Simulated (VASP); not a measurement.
Consider the following.

```xyz
8
Lattice="5.7649 0.0000 0.0000 0.0000 5.7649 0.0000 0.0000 0.0000 5.7649" Properties=species:S:1:pos:R:3 pbc="T T T"
In     0.0000     0.0000     0.0000
As     1.4965     1.4965     1.4965
As     4.2684     4.2684     1.4965
As     4.2684     1.4965     4.2684
As     1.4965     4.2684     4.2684
Ga     2.8825     2.8825     0.0000
Ga     2.8825     0.0000     2.8825
Ga     0.0000     2.8825     2.8825
```

Method: PBEsol GGA, VASP's PBE PAW potentials (set 64) (plane waves; VASP). Run with 400 eV cut-off, Gaussian smearing of 0.050 eV, potentials In_d As Ga_d.

Unless said otherwise, spin-orbit coupling is left out, though it shifts the bands of the heavy elements here.

What does the run give for the band gap (along the path) with the smallest direct gap where there is one?

```json
{
 "band gap (along the path)": "0.10 eV",
 "smallest direct gap (along the path)": "0.10 eV"
}
```

The absolute energy has meaning only against runs of the same code, potentials and settings.

The structure was generated: Ga3InAs4 was put into an ordered model structure (P-43m), which need not be its known phase. It was relaxed first.
